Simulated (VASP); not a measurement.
VASP input:

### INCAR
```
SYSTEM = La
NELM = 100   # most electronic steps
LMAXMIX = 6   # l cut-off of mixed one-centre charges
ISMEAR = -5   # tetrahedra, Bloechl
EDIFF = 1E-7   # SCF stop (eV)
NEDOS = 601
ALGO = Normal
ISIF = 2   # forces and stress, cell fixed
LWAVE = .FALSE.
LREAL = .FALSE.   # projection in real space or not
LASPH = .TRUE.   # aspherical one-centre terms
LEFG = .TRUE.
LCHARG = .TRUE.
PREC = Accurate
IVDW = 12
ENCUT = 520   # plane-wave cut-off (eV)
LORBIT = 11   # lm-projected
GGA = PE
```

KPOINTS:
```
Regular mesh
0
Gamma
 11 11 3
```

POSCAR:
```
La
1
    1.8372161825    -3.1821519828    -0.0000000000
    1.8372161825     3.1821519828    -0.0000000000
   -0.0000000000    -0.0000000000    11.7431170750
La
4
Direct
  0.0000000000   0.0000000000   0.5000000000
  0.0000000000   0.0000000000   0.0000000000
  0.3333330000   0.6666670000   0.2500000000
  0.6666670000   0.3333330000   0.7500000000
```

POTCAR, in this order: La (PBE.64 set). Program: vasp_std.

Task: Translate this PBE-D3(BJ) calculation to Ansatz.

Result: One equivalent input (not run):
Ansatz 0.2 input:
```yaml
crystal:
  lattice:
    - [1.8372162, -3.1821520, 0.0000000]
    - [1.8372162, 3.1821520, 0.0000000]
    - [0.0000000, 0.0000000, 11.7431171]
  atoms:
    - { symbol: La, position: [0.0000000, 0.0000000, 0.5000000] }
    - { symbol: La, position: [0.0000000, 0.0000000, 0.0000000] }
    - { symbol: La, position: [0.3333330, 0.6666670, 0.2500000] }
    - { symbol: La, position: [0.6666670, 0.3333330, 0.7500000] }
kpoints:
  mp_grid: { grid: [11, 11, 3] }
hamiltonian:
  xc: pbe
  dispersion: d3bj
  pseudopotentials: { kind: paw }
scf:
  occupations: { method: tetrahedron }
  max_iter: 100
output: { forces: true, stress: true, eigenvalues: true }
```
Limits of the translation: each code has its own PAW files, so the cut-off isn't converted (ENCUT is set for VASP's; basis.ecutwfc is left out, and Ansatz then takes the one that its files recommend); Ansatz stops its SCF on the density residual and VASP on the energy change (EDIFF); the field gradients of LEFG aren't asked of the other code.

The compound is La in the dhcp structure. It was relaxed first, which changed the volume by -8 %.
